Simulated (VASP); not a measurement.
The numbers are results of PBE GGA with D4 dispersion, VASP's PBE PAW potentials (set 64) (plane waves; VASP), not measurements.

Input for VASP

### INCAR
```
ALGO=Normal
EDIFF=1E-7
ENCUT=520
GGA=PE
ISIF=2
ISMEAR=-5
IVDW=13
LASPH=.True.
LCHARG=.True.
LORBIT=11
LREAL=.False.
LWAVE=.False.
NEDOS=601
NELM=100
PREC=Accurate
SYSTEM=Be
```

File POSCAR:
```
Be
1
    1.1261957892    -1.9506281601     0.0000000000
    1.1261957892     1.9506281601     0.0000000000
    0.0000000000     0.0000000000     3.5377665831
Be
2
Direct
  0.3333330000   0.6666670000   0.2500000000
  0.6666670000   0.3333330000   0.7500000000
```

### KPOINTS
```
Automatic mesh
0
Gamma
21 21 12
0 0 0
```

POTCAR, in this order: Be (PBE.64 set). Program: vasp_std.

Output

**OSZICAR**
```
       N       E                     dE             d eps       ncg     rms          rms(c)
DAV:   1    -0.260903249475E+01   -0.26090E+01   -0.18193E+03  4050   0.552E+02
DAV:   2    -0.756272367269E+01   -0.49537E+01   -0.48716E+01  6150   0.644E+01
DAV:   3    -0.759717713806E+01   -0.34453E-01   -0.34418E-01  5202   0.485E+00
DAV:   4    -0.759722173797E+01   -0.44600E-04   -0.44338E-04  5952   0.146E-01
DAV:   5    -0.759722178315E+01   -0.45179E-07   -0.44003E-07  5118   0.225E-03    0.124E+00
DAV:   6    -0.754852302046E+01    0.48699E-01   -0.67344E-03  4692   0.123E+00    0.760E-01
DAV:   7    -0.752942003883E+01    0.19103E-01   -0.73097E-03  4536   0.127E+00    0.292E-02
DAV:   8    -0.752939755968E+01    0.22479E-04   -0.14060E-05  6090   0.450E-02    0.992E-03
DAV:   9    -0.752939574785E+01    0.18118E-05   -0.28469E-06  4842   0.210E-02    0.952E-04
DAV:  10    -0.752939564984E+01    0.98004E-07   -0.42227E-09  4854   0.671E-04
   1 F= -.77602251E+01 E0= -.77602251E+01  d E =0.000000E+00
```

File OUTCAR:
```
------------------------ aborting loop because EDIFF is reached ----------------------------------------
  Edisp (eV):   -0.23083
  FORCE on cell =-STRESS in cart. coord.  units (eV):
  Direction    XX          YY          ZZ          XY          YZ          ZX
  --------------------------------------------------------------------------------------
  Total      -0.06516    -0.06516     0.15294     0.00000     0.00000     0.00000
  in kB      -6.71631    -6.71631    15.76466     0.00000     0.00000     0.00000
  external pressure =        0.78 kB  Pullay stress =        0.00 kB
  volume of cell :       15.54
      direct lattice vectors                 reciprocal lattice vectors
     1.126195789 -1.950628160  0.000000000     0.443972535 -0.256327685  0.000000000
     1.126195789  1.950628160  0.000000000     0.443972535  0.256327685  0.000000000
     0.000000000  0.000000000  3.537766583     0.000000000  0.000000000  0.282664211
 POSITION                                       TOTAL-FORCE (eV/Angst)
 -----------------------------------------------------------------------------------
      1.12620      0.65021      0.88444         0.000000     -0.000000      0.000000
      1.12620     -0.65021      2.65332        -0.000000      0.000000      0.000000
 -----------------------------------------------------------------------------------
    total drift:                                0.000000     -0.000003      0.000005
  FREE ENERGIE OF THE ION-ELECTRON SYSTEM (eV)
  ---------------------------------------------------
  free  energy   TOTEN  =        -7.7602251217 eV

  energy  without entropy=       -7.7602251217  energy(sigma->0) =       -7.76022512

 total charge

# of ion       s       p       d       tot
------------------------------------------
    1        0.410   0.783   0.000   1.193
    2        0.410   0.783   0.000   1.193
--------------------------------------------------
tot          0.820   1.566   0.000   2.386
```
(Selected blocks of OUTCAR.)

For a metal the tetrahedron method with Blöchl corrections gives inexact stress and forces.

The compound is Be in the hcp structure. It was relaxed first.
